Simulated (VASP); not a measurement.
Input of a VASP 6.6.1 run:

File INCAR:

```
SYSTEM = W
ALGO = Fast
EDIFF = 1E-7
EDIFFG = -0.01
ENCUT = 600
GGA = PS
IBRION = 2
ISIF = 2
ISMEAR = 1
LASPH = .TRUE.
LCHARG = .FALSE.
LREAL = .FALSE.
LWAVE = .FALSE.
NELM = 80
NSW = 40
PREC = Accurate
SIGMA = 0.1
```

Contents of KPOINTS:

```
k-points
0
G
  16 16 16
  0 0 0
```

Contents of POSCAR:

```
W                                       
1.0
   -1.5983670056      1.5983670056      1.5983670056
    1.5983670056     -1.5983670056      1.5983670056
    1.5983670056      1.5983670056     -1.5983670056
  W             
     1
Direct
     0.0000000000000000    0.0000000000000000    0.0000000000000000
```

Potentials or basis: VASP PAW PBE potentials, release 64 (W_sv).

Run with:

```console
$ cat potpaw_PBE.64/W_sv/POTCAR > POTCAR
$ mpirun -np 1 vasp_std > vasp.out
```

(1) Estimate the band gap on the k mesh.

## Answers

(1) none (metal or under the smearing width).

Caveat: the relaxation stopped at its first step, so nothing moved.
